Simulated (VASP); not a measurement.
An input for Ansatz (written as the equivalent of a VASP run, and not itself run):

Ansatz 0.2 input:
```yaml
crystal:
  lattice:
    - [3.8438700, 0.0000000, 0.0000000]
    - [-1.9219360, 3.3288890, 0.0000000]
    - [0.0000000, 0.0000000, 17.1706300]
  atoms:
    - { symbol: Ti, position: [0.0000000, 0.0000000, 0.5000000] }
    - { symbol: Te, position: [0.3333330, 0.6666670, 0.5923270] }
    - { symbol: Te, position: [0.6666670, 0.3333330, 0.4076730] }
kpoints:
  mp_grid: { grid: [11, 11, 1] }
hamiltonian:
  xc: pbe
  pseudopotentials: { kind: paw }
scf:
  occupations: { method: gaussian, width: 0.2 }
  max_iter: 100
output: { forces: true, stress: true, eigenvalues: true }
```

**Question.** Translate this input to VASP (INCAR, KPOINTS, POSCAR, choice of POTCAR).

**Answer.** One answer among several that fit: 
INCAR:
```
SYSTEM = TiTe2
PREC = Accurate
ENCUT = 300
EDIFF = 1E-6
NELM = 100
ALGO = Normal
LREAL = .FALSE.
LASPH = .TRUE.
ISMEAR = 0
SIGMA = 0.2
GGA = PE
LMAXMIX = 4
LWAVE = .FALSE.
LCHARG = .FALSE.
ISIF = 2
```

**POSCAR**
```
TiTe2
1
    3.8438700000     0.0000000000     0.0000000000
   -1.9219360000     3.3288890000     0.0000000000
    0.0000000000     0.0000000000    17.1706300000
Ti Te
1 2
Direct
  0.0000000000   0.0000000000   0.5000000000
  0.3333330000   0.6666670000   0.5923270000
  0.6666670000   0.3333330000   0.4076730000
```

**KPOINTS**
```
kpoints
0
G
11 11 1
```

POTCAR, in this order: Ti_sv Te (PBE.64 set). Program: vasp_std.

The two are equivalent in intent, not identical: each code has its own PAW files, so the cut-off isn't converted (ENCUT is set for VASP's; basis.ecutwfc is left out, and Ansatz then takes the one that its files recommend); Ansatz stops its SCF on the density residual and VASP on the energy change (EDIFF).

The cell is a sheet with vacuum, built from a generated structure.
